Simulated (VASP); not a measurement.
# Ti3AlN (space group Pm-3m): computed properties

Method: PBEsol GGA, VASP's PBE PAW potentials (set 64) (plane waves; VASP).

| Item | Result |
|---|---|
| space group | Pm-3m (221) |
| cell | a = 4.086 Å, b = 4.086 Å, c = 4.086 Å, α = 90.00°, β = 90.00°, γ = 90.00° |
| volume per atom | 13.65 Å^3/atom |
| band gap (over mesh and band path) | none (metal, semimetal or under 0.01 eV) |
| band gap with spin-orbit coupling | none (metallic) |
| density | 4.49 g/cm³ |

```xyz
5
Lattice="4.0862 0.0000 0.0000 0.0000 4.0862 0.0000 0.0000 0.0000 4.0862" Properties=species:S:1:pos:R:3 pbc="T T T"
Ti     2.0431     0.0000     2.0431
Ti     0.0000     2.0431     2.0431
Ti     2.0431     2.0431     0.0000
Al     0.0000     0.0000     0.0000
N      2.0431     2.0431     2.0431
```

The structure comes from a computed database's Ti3AlN entry (Pm-3m); how it stands against other phases isn't given here. It was relaxed first. Symmetry was kept, so distortions that lower it aren't found.
